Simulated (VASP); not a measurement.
Input:

```xyz
2
Lattice="2.7289 0.0000 0.0000 0.0000 2.7289 0.0000 0.0000 0.0000 3.7587" Properties=species:S:1:pos:R:3 pbc="T T T"
Fe     0.0000     0.0000     0.0000
Pt     1.3644     1.3644     1.8794
```
Starting moments (μB, in the order of the record's atoms Fe Pt): 2.9 0.3.

Method: PBE GGA, VASP's PBE PAW potentials (set 64) (plane waves; VASP). Run with 520 eV cut-off, 15×15×11 Γ-centred mesh, tetrahedra with Blöchl corrections, potentials Fe Pt.

Task: The job: FePt (L1_0), 2 atoms, PBE, static run, 520 eV, 15×15×11 Γ-centred mesh. Roughly how much core time does it take on a busy server core?

Result: About 2 core-minutes (one run on a shared machine, a rough figure). It had 216 irreducible k-points, 15 bands, up to 772 plane waves and 19 electronic steps.

The compound is FePt in the L1_0 structure. It was relaxed first. The spin order is the one that the start imposed; others were not tried in this run.
